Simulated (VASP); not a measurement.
```
MoSi2
1.0
   -1.61863     1.61863     3.94835
    1.61863    -1.61863     3.94835
    1.61863     1.61863    -3.94835
Si Mo
2 1
Direct
  0.66457   0.66457   0.00000
  0.33543   0.33543   0.00000
  0.00000   0.00000   0.00000
```

These are PBE GGA, VASP's PBE PAW potentials (set 64) (plane waves; VASP) values and carry that method's errors. Numerical set-up: 300 eV cut-off, 14×14×14 Γ-centred mesh, Gaussian smearing of 0.10 eV, potentials Si Mo_sv.

Give the energies of bands 6 to 14 at the high-symmetry points, in eV from the Fermi level.

```
band      Γ      X      P      N      M      S      R
----  -----  -----  -----  -----  -----  -----  -----
6     -6.22  -6.47  -6.12  -9.38  -9.97  -8.89  -7.65
7     -3.41  -5.52  -6.08  -4.84  -3.39  -6.69  -5.41
8     -2.93  -5.21  -6.08  -4.42  -2.11  -2.70  -4.35
9     -2.56  -4.34  -2.69  -2.54  -0.56  -2.45  -3.77
10    -2.56  -2.93  -2.03  -2.47  -0.56  -2.18  -2.80
11     0.32  -1.23  -2.03  -0.48  -0.51  -0.39  -1.80
12     2.97   2.18   0.25   2.14  -0.51   1.49   1.70
13     3.31   2.60   2.18   3.03   0.45   2.98   1.99
14     3.38   3.08   3.97   3.85   4.68   3.58   2.48
```

It has no gap at this level: it comes out as a metal or semimetal.

The structure comes from a computed database's Si2Mo entry; how it stands against other phases isn't given here. The cell was not relaxed at this level.
